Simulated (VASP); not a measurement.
Input of a VASP 6.6.1 run:

Contents of INCAR:

```
PREC = Accurate
ENCUT = 520
EDIFF = 1E-6
ISMEAR = 0
SIGMA = 0.1
LREAL = False
LASPH = True
NELM = 100
ALGO = Normal
ISIF = 2
LWAVE = False
LCHARG = False
GGA = PE
NBANDS = 18
```

KPOINTS

```
regular mesh
0
Gamma
  12 12 12
```

Contents of POSCAR:

```
SrB3
1.0
    3.8455268375      0.0000000000      0.0000000000
    0.0000000000      3.8455268375      0.0000000000
    0.0000000000      0.0000000000      3.8455268375
Sr B
1 3
Direct
    0.0000000000      0.0000000000      0.0000000000
    0.0000000000      0.5000000000      0.5000000000
    0.5000000000      0.0000000000      0.5000000000
    0.5000000000      0.5000000000      0.0000000000
```

Potentials or basis: VASP PAW PBE potentials, release 64 (Sr_sv, B).

The run is started by

```bash
$ cat potpaw_PBE.64/Sr_sv/POTCAR potpaw_PBE.64/B/POTCAR > POTCAR
$ mpirun -np 1 vasp_std > vasp.out
```

Predict the pressure.

0.2 GPa.

Estimate the band gap on the k mesh.

none (metal or under the smearing width).
